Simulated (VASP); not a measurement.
An input for Quantum ESPRESSO's pw.x (written as the equivalent of a VASP run, and not itself run):

```
&CONTROL
  calculation = 'scf'
  pseudo_dir = './pseudo'
  outdir = './out'
  tprnfor = .true.
  tstress = .true.
/
&SYSTEM
  ibrav = 0
  nat = 4
  ntyp = 2
  ecutwfc = 82
  occupations = 'smearing'
  smearing = 'gaussian'
  degauss = 0.003675
  input_dft = 'pbe'
/
&ELECTRONS
  conv_thr = 7.3e-08
  electron_maxstep = 100
/
ATOMIC_SPECIES
  Mo 95.950 Mo.upf
  Pd 106.420 Pd.upf
CELL_PARAMETERS angstrom
     3.8981340    0.0000000    0.0000000
     0.0000000    3.8981340    0.0000000
     0.0000000    0.0000000    3.8981340
ATOMIC_POSITIONS crystal
  Mo   0.0000000  0.5000000  0.5000000
  Mo   0.5000000  0.5000000  0.0000000
  Mo   0.5000000  0.0000000  0.5000000
  Pd   0.0000000  0.0000000  0.0000000
K_POINTS automatic
  6 6 6 0 0 0
```

**Question.** Write the VASP files for the same calculation (PBE).

**Answer.** This is not unique; one that fits is 
File POSCAR:
```
Mo3Pd
3.8981340
  1.0000000000   0.0000000000   0.0000000000
  0.0000000000   1.0000000000   0.0000000000
  0.0000000000   0.0000000000   1.0000000000
Mo Pd
3 1
Cartesian
  0.0000000000   0.5000000000   0.5000000000
  0.5000000000   0.5000000000   0.0000000000
  0.5000000000   0.0000000000   0.5000000000
  0.0000000000   0.0000000000   0.0000000000
```

**INCAR**
```
ALGO=Normal
EDIFF=1E-6
ENCUT=300
GGA=PE
ISIF=2
ISMEAR=0
LASPH=T
LCHARG=F
LMAXMIX=4
LREAL=F
LWAVE=F
NELM=100
PREC=Accurate
SIGMA=0.05
SYSTEM=Mo3Pd
```

### KPOINTS
```
Automatic mesh
0
Gamma
6 6 6
0 0 0
```

POTCAR, in this order: Mo_sv Pd (PBE.64 set). Program: vasp_std.

The two are equivalent in intent, not identical: the potentials are each code's own (VASP's PAW set, PseudoDojo norm-conserving files in pw.x), so ENCUT and ecutwfc are chosen apart and not converted; conv_thr bounds pw.x's estimated SCF error, while EDIFF bounds the energy change between steps.

The structure was generated: Mo3Pd was put into an ordered model structure, which need not be its known phase. The cell was not relaxed at this level.
